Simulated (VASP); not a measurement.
Output of a VASP run:

File OSZICAR:
```
       N       E                     dE             d eps       ncg     rms          rms(c)
DAV:   1     0.614220627444E+02    0.61422E+02   -0.77216E+03   778   0.102E+03
DAV:   2    -0.301511059893E+02   -0.91573E+02   -0.85575E+02   904   0.230E+02
DAV:   3    -0.336790639343E+02   -0.35280E+01   -0.35176E+01   859   0.496E+01
DAV:   4    -0.337085703090E+02   -0.29506E-01   -0.29502E-01   869   0.499E+00
DAV:   5    -0.337090060022E+02   -0.43569E-03   -0.43569E-03   879   0.612E-01    0.682E+00
DAV:   6    -0.285855198171E+02    0.51235E+01   -0.45641E+00   754   0.253E+01    0.679E+00
DAV:   7    -0.286519501244E+02   -0.66430E-01   -0.23227E-01   764   0.635E+00    0.407E+00
DAV:   8    -0.285869012929E+02    0.65049E-01   -0.22857E-01   754   0.514E+00    0.119E+00
DAV:   9    -0.286343095829E+02   -0.47408E-01   -0.49216E-02   759   0.241E+00    0.452E-01
DAV:  10    -0.286396090634E+02   -0.52995E-02   -0.60216E-03   769   0.105E+00    0.223E-01
DAV:  11    -0.286400799467E+02   -0.47088E-03   -0.51328E-03   799   0.642E-01    0.120E-01
DAV:  12    -0.286404760124E+02   -0.39607E-03   -0.10759E-03   759   0.316E-01    0.663E-02
DAV:  13    -0.286405438058E+02   -0.67793E-04   -0.52251E-04   754   0.326E-01    0.515E-02
DAV:  14    -0.286406848122E+02   -0.14101E-03   -0.43567E-05   764   0.716E-02    0.355E-02
DAV:  15    -0.286406852057E+02   -0.39348E-06   -0.44889E-05   779   0.844E-02    0.523E-03
DAV:  16    -0.286406865063E+02   -0.13006E-05   -0.26657E-06   774   0.180E-02    0.171E-03
DAV:  17    -0.286406866613E+02   -0.15499E-06   -0.13402E-07   909   0.398E-03    0.171E-03
DAV:  18    -0.286406865404E+02    0.12089E-06   -0.50656E-08   779   0.277E-03    0.644E-04
DAV:  19    -0.286406863760E+02    0.16448E-06   -0.54108E-08   784   0.203E-03    0.546E-04
DAV:  20    -0.286406864181E+02   -0.42181E-07   -0.56664E-09   422   0.869E-04    0.369E-04
DAV:  21    -0.286406863899E+02    0.28226E-07   -0.12137E-09   387   0.330E-04    0.148E-04
DAV:  22    -0.286406864113E+02   -0.21432E-07   -0.56901E-10   377   0.189E-04    0.947E-05
DAV:  23    -0.286406864029E+02    0.84240E-08   -0.79781E-11   377   0.101E-04
   1 F= -.28640686E+02 E0= -.28640686E+02  d E =-.286407E+02
```

### OUTCAR
```
------------------------ aborting loop because EDIFF is reached ----------------------------------------
  FORCE on cell =-STRESS in cart. coord.  units (eV):
  Direction    XX          YY          ZZ          XY          YZ          ZX
  --------------------------------------------------------------------------------------
  Total        0.0009995      0.0009995      0.0009995      0.0000000      0.0000000      0.0000000
  in kB        0.0377701      0.0377701      0.0377701      0.0000000      0.0000000      0.0000000
  external PRESSURE =       0.0377701 kB  Pullay stress =       0.0000000 kB
  volume of cell :       42.40
      direct lattice vectors                 reciprocal lattice vectors
     0.000000000  2.767591431  2.767591431    -0.180662505  0.180662505  0.180662505
     2.767591431  0.000000000  2.767591431     0.180662505 -0.180662505  0.180662505
     2.767591431  2.767591431  0.000000000     0.180662505  0.180662505 -0.180662505
  FREE ENERGIE OF THE ION-ELECTRON SYSTEM (eV)
  ---------------------------------------------------
  free  energy   TOTEN  =       -28.6406864029 eV

  energy  without entropy=      -28.6406864029  energy(sigma->0) =      -28.64068640

 reached required accuracy - stopping structural energy minimisation
```
(Selected blocks of OUTCAR.)

File POSCAR:
```
AgCl
1
    0.0000000000     2.7675914312     2.7675914312
    2.7675914312     0.0000000000     2.7675914312
    2.7675914312     2.7675914312     0.0000000000
Ag Cl
1 1
Direct
  0.0000000000   1.0000000000   0.0000000000
  0.5000000000   0.5000000000   0.5000000000
```

**Question.** Reconstruct the remaining input files.

**Answer.** One answer among several that fit: the input of the run itself, r2SCAN meta-GGA, plane waves, VASP's PBE PAW potentials (set 64).

KPOINTS:
```
Automatic mesh
0
Gamma
8 8 8
0 0 0
```

**INCAR**
```
SIGMA = 0.05   # width (eV)
LMIXTAU = .TRUE.
SYSTEM = AgCl
EDIFFG = -0.001   # ionic stop
LMAXMIX = 4   # l cut-off of mixed one-centre charges
LCHARG = .FALSE.
METAGGA = R2SCAN
LREAL = .FALSE.   # projection in real space or not
LWAVE = .FALSE.
IBRION = 1   # quasi-Newton
ISMEAR = 0   # Gaussian
ALGO = Normal   # blocked Davidson
NSW = 30   # most ionic steps
LASPH = .TRUE.   # aspherical one-centre terms
NELM = 100
EDIFF = 1E-8
PREC = Accurate
ISIF = 2
ENCUT = 400   # plane-wave cut-off (eV)
```

POTCAR, in this order: Ag Cl (PBE.64 set). Program: vasp_std.

The compound is AgCl in the rock salt structure. It was relaxed first. The start is the result of an earlier pass.
